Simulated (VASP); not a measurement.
## TiC: energy against the displacement of an atom

TiC (rock salt, Fm-3m, 9.692 Å³/atom and stress up to 0.08 GPa in the relaxed cell, cube axes along x, y and z) under a displacement u of the C atom at (2.132, 2.132, 2.132) Å, one of 2 in the cell, and of all its periodic images, along (1, 1, 1). LDA in VASP (plane waves, PAW), 600 eV, 18×18×18 Γ-centred mesh, Methfessel-Paxton smearing 0.10 eV; the cell and the other atoms are held.

Here q stands for square of the displacement and y for E less E0.

| square of the displacement (Å²) | E less E0 (meV/cell) |
|---|---|
| 0.0000 | 0.0 |
| 0.0004 | 2.1 |
| 0.0016 | 8.5 |
| 0.0049 | 26.1 |
| 0.0324 | ? |

### Question
Using a straight line, estimate the missing y at q = 0.0324 from the other rows, showing the fit.

### Answer
Means: q 0.0017250, y 9.18. About the means, the sum of products is 0.079023 and the sum of squares of q is 1.4827e-5; the slope is their ratio. Least squares gives y = -0.02 + 5329·q. Residuals (row less fit): 0.02, -0.01, -0.01, 0.01; standard error 0.02 (degrees of freedom: 2). The runs give the same energy for u and −u. Twice the slope is the force constant of this zone-centre displacement, 10.66 ± 0.01 eV/Å². At the withheld row, y = -0.02 + 5329 × 0.0324 = 172.64 meV/cell. The calculation gives 159.6 meV/cell, 13.04 meV/cell below the prediction (8.2 % of the range of y in the table). The row lies outside the fitted rows, so this is an extrapolation. The scatter of the fitted rows lies at the last printed digit.

A polynomial of degree 2 through the 6 other runs of the series gives 156.7 there, so most of the miss is curvature that the fit leaves out. In a metal these values are sensitive to mesh and smearing; energies are taken to zero smearing, stresses follow the free energy. The runs aren't spin-polarised. Rows are the converged runs of the series near zero and its far end, less any whose ions stayed unrelaxed beside relaxed ones; series whose fitted rows scatter by over a few per cent of the range, as at a crossing or softening among them, aren't shown in this form. Most that stay on the fit to the last digits aren't either.
